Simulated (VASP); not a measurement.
**Germanium: input slips in a relaxation and what they do**

Aim: see how common mistakes in a VASP relaxation show up, on Germanium. The starting structure is a measured crystal structure from the Crystallography Open Database. The first relaxation on each setting starts from this cell expanded by 3 % in volume.

Method: Kohn-Sham DFT with plane waves and PAW; PBEsol, in VASP 6.6.1.

## 1. Set-up

The structure is cubic, space group Fd-3m (No. 227). The conventional cell has a = 5.658 Å, b = 5.658 Å, c = 5.658 Å, α = 90.00°, β = 90.00°, γ = 90.00°. Nearest to Ge lie 4 Ge at 2.45 Å.

## 2. Reference relaxation

Contents of INCAR:

```
SYSTEM = Ge
PREC = Accurate
ENCUT = 450
EDIFF = 1E-06
NELM = 100
ISMEAR = 1
SIGMA = 0.15
LREAL = .FALSE.
ALGO = Normal
GGA = PS
NBANDS = 20
LORBIT = 11
LWAVE = .FALSE.
LCHARG = .FALSE.
KPAR = 2
IBRION = 2
NSW = 50
ISIF = 3
EDIFFG = -0.004
```

Contents of POSCAR:

```
Ge
1.0
    0.0000000000      2.8569208316      2.8569208316
    2.8569208316      0.0000000000      2.8569208316
    2.8569208316      2.8569208316      0.0000000000
Ge
2
Direct
    0.7500000000      0.7500000000      0.7500000000
    0.5000000000      0.5000000000      0.5000000000
```

Contents of KPOINTS:

```
Automatic mesh
0
Gamma
14 14 14
0 0 0
```

Potentials, in the order of the species: Ge_d (PBE family, release 64).

Launch:

```sh
mpirun -np 2 vasp_std
```

What it wrote:

```text
[banner, memory and clock lines left out]
running    2 mpi-ranks, on    1 nodes
 distrk:  each k-point on    1 cores,    2 groups
 distr:  one band on    1 cores,    1 groups

 POSCAR found type information on POSCAR Ge
 POSCAR found :  1 types and       2 ions
|                                                                             |
|               ----> ADVICE to this user running VASP <----                  |
|                                                                             |
|     You enforced a specific xc type in the INCAR file but a different       |
|     [... a line on the potential file left out ...]
|     I HOPE YOU KNOW WHAT YOU ARE DOING!                                     |
|                                                                             |

 LDA part: xc-table for (Slater+PW92), standard interpolation
 POSCAR, INCAR and KPOINTS ok, starting setup
 FFT: planning ... GRIDC
 FFT: planning ... GRID_SOFT
 FFT: planning ... GRID
 WAVECAR not read
 entering main loop
       N       E                     dE             d eps       ncg     rms          rms(c)
DAV:   1     0.174912839162E+03    0.17491E+03   -0.13931E+04  4472   0.349E+03
DAV:   2     0.147976412321E+02   -0.16012E+03   -0.15572E+03  4172   0.559E+02
DAV:   3    -0.922836584321E+01   -0.24026E+02   -0.23850E+02  4680   0.141E+02
DAV:   4    -0.999578404789E+01   -0.76742E+00   -0.76694E+00  4696   0.296E+01
DAV:   5    -0.100085588512E+02   -0.12775E-01   -0.12774E-01  4644   0.417E+00    0.313E+00
DAV:   6    -0.991775602755E+01    0.90803E-01   -0.33370E-02  5580   0.238E+00    0.179E+00
DAV:   7    -0.987181078464E+01    0.45945E-01   -0.56824E-02  4596   0.254E+00    0.158E-01
DAV:   8    -0.987271367135E+01   -0.90289E-03   -0.64035E-03  4652   0.119E+00    0.485E-02
DAV:   9    -0.987282950593E+01   -0.11583E-03   -0.27631E-04  4844   0.256E-01    0.107E-02
DAV:  10    -0.987284343550E+01   -0.13930E-04   -0.22537E-05  4672   0.444E-02    0.521E-03
DAV:  11    -0.987284470291E+01   -0.12674E-05   -0.55322E-06  5592   0.370E-02    0.153E-03
DAV:  12    -0.987284433898E+01    0.36393E-06   -0.87421E-07  2780   0.186E-02
   1 F= -.98728443E+01 E0= -.98728458E+01  d E =-.987284E+01
[...]
2 F= -.98780945E+01 E0= -.98781620E+01  d E =-.525016E-02
[...]
3 F= -.98790931E+01 E0= -.98791460E+01  d E =-.624875E-02
[...]
4 F= -.98790862E+01 E0= -.98791376E+01  d E =-.624190E-02
 curvature:  -0.35 expect dE=-0.315E-04 dE for cont linesearch -0.315E-04
 ZBRENT: interpolating
 opt :   0.7118  next Energy=    -9.879098 (dE=-0.625E-02)
 bond charge predicted
       N       E                     dE             d eps       ncg     rms          rms(c)
DAV:   1    -0.987922320339E+01   -0.13695E-03   -0.17255E-03  5724   0.799E-01    0.672E-02
DAV:   2    -0.987912423516E+01    0.98968E-04   -0.12754E-04  5448   0.222E-01    0.332E-02
DAV:   3    -0.987909453543E+01    0.29700E-04   -0.47776E-05  5596   0.118E-01    0.787E-03
DAV:   4    -0.987909334701E+01    0.11884E-05   -0.55374E-06  4480   0.454E-02    0.160E-03
DAV:   5    -0.987909322748E+01    0.11954E-06   -0.32883E-07  2148   0.110E-02
   5 F= -.98790932E+01 E0= -.98791455E+01  d E =-.624889E-02
 curvature:  -0.06 expect dE=-0.110E-06 dE for cont linesearch -0.110E-06
 trial: gam= 0.00000 g(F)=  0.229E-44 g(S)=  0.190E-05 ort =-0.181E-03 (trialstep = 0.942E+00)
 search vector abs. value=  0.190E-05
 reached required accuracy - stopping structural energy minimisation
```

The job ended after 60 s (2 MPI ranks of AMD EPYC 9R45, shared host; peak memory 0.36 GiB; 2 min of CPU time).

The logs omit lines about the potential files and the build; timing stands in the text.

Parts of OUTCAR (step 2):

```text
ion  position               nearest neighbor table
   1  0.750  0.750  0.750-   2 2.47   2 2.47   2 2.47   2 2.47
   2  0.500  0.500  0.500-   1 2.47   1 2.47   1 2.47   1 2.47

  LATTYP: Found a face centered cubic cell.
 ALAT       =     5.7138416632

 Subroutine GETGRP returns: Found 48 space group operations
 (whereof 24 operations were pure point group operations)

The static configuration has the point symmetry T_d .
 The point group associated with its full space group is O_h .

 Found    104 irreducible k-points:

   k-points           NKPTS =    104   k-points in BZ     NKDIM =    104   number of bands    NBANDS=     20

   dimension x,y,z NGX =    28 NGY =   28 NGZ =   28
   dimension x,y,z NGXF=    56 NGYF=   56 NGZF=   56

   ENCUT  =  450.0 eV  33.07 Ry    5.75 a.u.   6.99  6.99  6.99*2*pi/ulx,y,z

   NELECT =      28.0000    total number of electrons

 k-points in reciprocal lattice and weights: Automatic mesh
   0.00000000  0.00000000  0.00000000       0.000
   0.07142857  0.00000000  0.00000000       0.003
   0.14285714  0.00000000  0.00000000       0.003
   0.21428571  0.00000000  0.00000000       0.003
   0.28571429  0.00000000  0.00000000       0.003
   0.35714286  0.00000000  0.00000000       0.003
   0.42857143  0.00000000  0.00000000       0.003
   0.50000000  0.00000000  0.00000000       0.001
   0.07142857  0.07142857  0.00000000       0.002
[...]
-0.28571429  0.42857143  0.21428571       0.009
  -0.28571429  0.50000000  0.21428571       0.004

 average (electrostatic) potential at core
       1 -74.2003       2 -74.2003

 E-fermi :   4.8313

 k-point     1 :       0.0000    0.0000    0.0000
  band No.  band energies     occupation
    ...
     11      -7.9444      2.00000
     12       4.7738      1.59873
     13       4.8157      1.17502
     14       4.8157      1.17488
     15       4.8157      1.17488
     16       7.3529     -0.00000
     17       7.3529     -0.00000
     18       7.3529     -0.00000
     19      11.0285      0.00000
     20      14.2887      0.00000

 k-point     2 :       0.0714    0.0000    0.0000
  band No.  band energies     occupation
    ...
     10     -19.6736      2.00000
     11      -7.8821      2.00000
     12       3.4872      2.00000
     13       4.6898      2.03639
     14       4.6898      2.03637
     15       5.6695     -0.00000
     16       7.5208     -0.00000
     17       7.5208     -0.00000
     18       7.6192     -0.00000
     19      11.3795      0.00000
    ...

 k-point     3 :       0.1429    0.0000    0.0000
  band No.  band energies     occupation
    ...
     10     -19.6664      2.00000
     11      -7.6969      2.00000
     12       2.0920      2.00000
     13       4.4022      2.00040
     14       4.4023      2.00040
     15       5.7792     -0.00000
     16       7.9046      0.00000
     17       7.9046      0.00000
     18       8.5278      0.00000
     19      12.2013      0.00000
    ...

  Total        0.0051189      0.0051189      0.0051189      0.0000000      0.0000000     -0.0000000
  in kB        0.1803585      0.1803585      0.1803585      0.0000000      0.0000000     -0.0000000
  external PRESSURE =       0.1803585 kB  Pullay stress =       0.0000000 kB

  energy-cutoff  :      450.00
  volume of cell :       45.47
      direct lattice vectors                 reciprocal lattice vectors
     0.000000000  2.832958555  2.832958555    -0.176493934  0.176493934  0.176493934
     2.832958555 -0.000000000  2.832958555     0.176493934 -0.176493934  0.176493934
     2.832958555  2.832958555  0.000000000     0.176493934  0.176493934 -0.176493934

 POSITION                                       TOTAL-FORCE (eV/Angst)
 -----------------------------------------------------------------------------------
      4.24944      4.24944      4.24944         0.000000      0.000000      0.000000
      2.83296      2.83296      2.83296        -0.000000     -0.000000     -0.000000
 -----------------------------------------------------------------------------------
    total drift:                                0.000000      0.000000      0.000000

  FREE ENERGIE OF THE ION-ELECTRON SYSTEM (eV)
  ---------------------------------------------------
  free  energy   TOTEN  =        -9.8790932275 eV

  energy  without entropy=       -9.8792499149  energy(sigma->0) =       -9.87914546

 reached required accuracy - stopping structural energy minimisation

 total charge
# of ion       s       p       d       tot
------------------------------------------
    1        1.129   1.254  10.024  12.407
    2        1.129   1.254  10.024  12.407
--------------------------------------------------
tot          2.258   2.508  20.048  24.814

[... 3 further parts left out ...]
```

CONTCAR:

```
Ge
   1.00000000000000
     0.0000000000000000    2.8329585554896268    2.8329585554896268
     2.8329585554896268   -0.0000000000000000    2.8329585554896268
     2.8329585554896268    2.8329585554896268    0.0000000000000000
  Ge
     2
Direct
     0.7500000000000000    0.7500000000000000    0.7500000000000000
     0.5000000000000000    0.5000000000000000    0.5000000000000000
```

The PAW data sets were made with PBE, which is usual practice but a small mismatch for other functionals. The run keeps the 48 symmetry operations of its start, so it cannot find a distortion of lower symmetry.

The reference relaxation ends at 22.736 Å³ an atom. Pressures at 0.985 and 1.015 times this volume, from two more relaxations that aren't shown, give a bulk modulus of 67.7 GPa.

## 3. Relaxation with too few ionic steps

A slip made on purpose: too few ionic steps. Against step 2 the input has NSW = 2 (also changed: NELM).

Changes to INCAR since step 2:

```diff
@@ -4,3 +4,3 @@
 EDIFF = 1E-06
-NELM = 100
+NELM = 60
 ISMEAR = 1
@@ -16,3 +16,3 @@
 IBRION = 2
-NSW = 50
+NSW = 2
 ISIF = 3
```

POSCAR is that of step 2.

KPOINTS is that of step 2.

Launch:

```sh
mpirun -np 2 vasp_std
```

What it wrote:

```text
[banner, memory and clock lines left out]
running    2 mpi-ranks, on    1 nodes
[...]
[... a notice as in an earlier step ...]

 LDA part: xc-table for (Slater+PW92), standard interpolation
 POSCAR, INCAR and KPOINTS ok, starting setup
[...]
entering main loop
       N       E                     dE             d eps       ncg     rms          rms(c)
[... 12 cycles as in an earlier step ...]
   1 F= -.98728443E+01 E0= -.98728458E+01  d E =-.987284E+01
[...]
N       E                     dE             d eps       ncg     rms          rms(c)
[... 7 cycles as in an earlier step ...]
   2 F= -.98780945E+01 E0= -.98781620E+01  d E =-.525016E-02
 trial-energy change:   -0.005250  1 .order   -0.005982   -0.017271    0.005308
 step:   0.7263(harm=  0.7649)  dis= 0.00000  next Energy=    -9.878836 (dE=-0.599E-02)
```

It took 32 s on 2 MPI ranks; peak memory 0.35 GiB.

From OUTCAR (step 3):

```text
  Total        0.1501401      0.1501401      0.1501401      0.0000000      0.0000000     -0.0000000
  in kB        5.3447484      5.3447484      5.3447484      0.0000000      0.0000000     -0.0000000
  external PRESSURE =       5.3447484 kB  Pullay stress =       0.0000000 kB

 POSITION                                       TOTAL-FORCE (eV/Angst)
 -----------------------------------------------------------------------------------
      4.23488      4.23488      4.23488         0.000000      0.000000      0.000000
      2.82325      2.82325      2.82325        -0.000000     -0.000000     -0.000000
 -----------------------------------------------------------------------------------
    total drift:                                0.000000      0.000000      0.000000

  FREE ENERGIE OF THE ION-ELECTRON SYSTEM (eV)
  ---------------------------------------------------
  free  energy   TOTEN  =        -9.8780944966 eV

  energy  without entropy=       -9.8782971095  energy(sigma->0) =       -9.87816203

[... 1 part as in an earlier step ...]

[... 2 further parts left out ...]
[key lines of the parts left out:]
E-fermi :   4.9476
```

The relaxation used up its 2 ionic steps (NSW) before forces and stress met EDIFFG.

## 4. Relaxation with the cell held fixed (ISIF = 2)

A slip made on purpose: the cell held fixed (ISIF = 2). Against step 2 the input has ISIF = 2 (also changed: NELM).

Changes to INCAR since step 3:

```diff
@@ -16,4 +16,4 @@
 IBRION = 2
-NSW = 2
-ISIF = 3
+NSW = 50
+ISIF = 2
 EDIFFG = -0.004
```

POSCAR is that of step 3.

KPOINTS is that of step 3.

Launch:

```sh
mpirun -np 2 vasp_std
```

What it wrote:

```text
[... set-up lines as in an earlier step ...]
 entering main loop
       N       E                     dE             d eps       ncg     rms          rms(c)
[... 12 cycles as in an earlier step ...]
   1 F= -.98728443E+01 E0= -.98728458E+01  d E =-.987284E+01
[...]
reached required accuracy - stopping structural energy minimisation
```

It took 20 s on 2 MPI ranks; peak memory 0.34 GiB.

Parts of OUTCAR (step 4):

```text
  Total       -0.4885404     -0.4885404     -0.4885404      0.0000000      0.0000000      0.0000000
  in kB      -16.7836507    -16.7836507    -16.7836507      0.0000000      0.0000000      0.0000000
  external PRESSURE =     -16.7836507 kB  Pullay stress =       0.0000000 kB

 POSITION                                       TOTAL-FORCE (eV/Angst)
 -----------------------------------------------------------------------------------
      4.28538      4.28538      4.28538        -0.000000     -0.000000     -0.000000
      2.85692      2.85692      2.85692         0.000000      0.000000      0.000000
 -----------------------------------------------------------------------------------
    total drift:                                0.000000      0.000000      0.000000

  FREE ENERGIE OF THE ION-ELECTRON SYSTEM (eV)
  ---------------------------------------------------
  free  energy   TOTEN  =        -9.8728443390 eV

  energy  without entropy=       -9.8728486612  energy(sigma->0) =       -9.87284578

[... 2 parts as in an earlier step ...]

[... 2 further parts left out ...]
[key lines of the parts left out:]
E-fermi :   4.5644
```

With the cell held fixed (ISIF = 2) the cell ends at 23.318 Å³ an atom, +2.56 % from the reference.

(Part 1 of 2 ends here.)

[Lines on the potential files, build, host, timing and source positions are cut from VASP's logs without a mark.]

[Logs are printed without paths, hosts, clocks, repeated set-up lines and the standing remarks that a program may print on its own settings, such as how far it seeks lower states.]

[Hosts, paths, dates, database ids (printed as entryN), source tags and the programs' standing remarks are cut or masked in the printed files.]
